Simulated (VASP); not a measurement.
Here is the system:

```
V
1.0
   -1.51500     1.51500     1.51500
    1.51500    -1.51500     1.51500
    1.51500     1.51500    -1.51500
V
1
Direct
  0.00000   0.00000   0.00000
```

All values below come from r2SCAN meta-GGA, VASP's PBE PAW potentials (set 64) (plane waves; VASP 6.6.1). Run with 400 eV cut-off, 15×15×15 Γ-centred mesh, first-order Methfessel-Paxton smearing of 0.10 eV, potentials V_sv.

Energy and stress use the plane-wave basis of the starting cell.

**Question.** The ions, cell shape and volume are relaxed. What does this cell relax into?

**Answer.** 
```
V
1.0
   -1.48909     1.48909     1.48909
    1.48909    -1.48909     1.48909
    1.48909     1.48909    -1.48909
V
1
Cartesian
 -1.48909   1.48909   1.48909
```
Space group Im-3m (229), at a tolerance of 0.03 Å.

**Question.** How do energy and volume change from the first to the last step?

**Answer.** The energy (σ→0) changes by -20.8 meV/atom and the volume by -5.0 %, in 4 ionic steps.

The compound is V in the bcc structure. This run relaxes it. Symmetry was kept, so distortions that lower it aren't found. The run is not spin-polarised, so no magnetic state was tried.
